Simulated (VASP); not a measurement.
Energy against volume of InP (zinc blende). Computed with SCAN meta-GGA, VASP's PBE PAW potentials (set 64) (plane waves; VASP). Numerical set-up: 520 eV cut-off, 8×8×8 Γ-centred mesh, Gaussian smearing of 0.050 eV, potentials In_d P.

```csv
V (Å³/atom),E (eV/atom)
24.727,-22.17732
25.492,-22.18377
26.257,-22.18020
27.021,-22.16806
```

Task: Fit these four points and predict the energy of the run at 23.962 Å³/atom.

Result: A cubic in V^(−2/3), the third-order Birch-Murnaghan form, passes through the four points with V0 = 25.58 Å³/atom and B0 = 69 GPa, and gives -22.1592 eV/atom there. The run gave -22.1585 eV/atom, +0.6 meV/atom from the fit; all five points give B0 = 70 GPa.

The compound is InP in the zinc blende structure. It was relaxed first.
